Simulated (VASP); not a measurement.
Data:

```yaml
crystal:
  lattice:
    - [0.00000, 2.72944, 2.72944]
    - [2.72944, 0.00000, 2.72944]
    - [2.72944, 2.72944, 0.00000]
  atoms:
    - { symbol: Pd, position: [0.00000, 0.00000, 0.00000] }
    - { symbol: Sb, position: [0.50000, 0.50000, 0.50000] }
```

These are PBEsol GGA, VASP's PBE PAW potentials (set 64) (plane waves; VASP 6.6.1) values and carry that method's errors. Numerical set-up: 400 eV cut-off, 13×13×13 Γ-centred mesh, tetrahedra with Blöchl corrections, potentials Pd Sb.

### Question
The job: PdSb (relaxed from the rock salt structure, space group Fm-3m), 2 atoms, PBEsol, static run, 400 eV, 13×13×13 Γ-centred mesh. Roughly how much core time does it take on a busy server core?

### Answer
About 20 core-seconds (one run on a shared machine, a rough figure). It had 84 irreducible k-points, 11 bands, up to 751 plane waves and 13 electronic steps.

The structure was generated: PdSb was put into the rock salt type (Fm-3m), which need not be its known phase. It was relaxed first, which changed the volume by -25 %.
